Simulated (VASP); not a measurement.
All values below come from PBE GGA, VASP's PBE PAW potentials (set 64) (plane waves; VASP).

A VASP calculation is set up with these files.

POSCAR:
```
YN
1
    0.0000000000     2.4400000000     2.4400000000
    2.4400000000     0.0000000000     2.4400000000
    2.4400000000     2.4400000000     0.0000000000
Y N
1 1
Direct
  0.0000000000   0.0000000000   0.0000000000
  0.5000000000   0.5000000000   0.5000000000
```

KPOINTS:
```
Automatic mesh
0
Gamma
7 7 7
0 0 0
```

**INCAR**
```
SYSTEM=YN
SIGMA=0.05   # width (eV)
LREAL=.FALSE.   # projection in real space or not
LCHARG=.FALSE.
LMAXMIX=4
ISMEAR=0
ISIF=2
EDIFF=1E-6   # SCF stop (eV)
PREC=Accurate
ALGO=Normal   # blocked Davidson
GGA=PE
LASPH=.TRUE.
ENCUT=520   # plane-wave cut-off (eV)
NELM=100   # most electronic steps
LWAVE=.FALSE.
```

POTCAR, in this order: Y_sv N (PBE.64 set). Program: vasp_std.

Task: What will the output report for the number of irreducible k-points (NKPTS), number of bands (NBANDS), largest plane-wave count, number of space-group operations, FFT grid (NGX, NGY, NGZ)?

Result: 
```
Item                                           Value
--------------------------------------  ------------
number of irreducible k-points (NKPTS)            20
number of bands (NBANDS)                          12
largest plane-wave count                         801
number of space-group operations                  48
FFT grid (NGX, NGY, NGZ)                28 × 28 × 28
```

The compound is YN in the rock salt structure. The cell was not relaxed at this level.
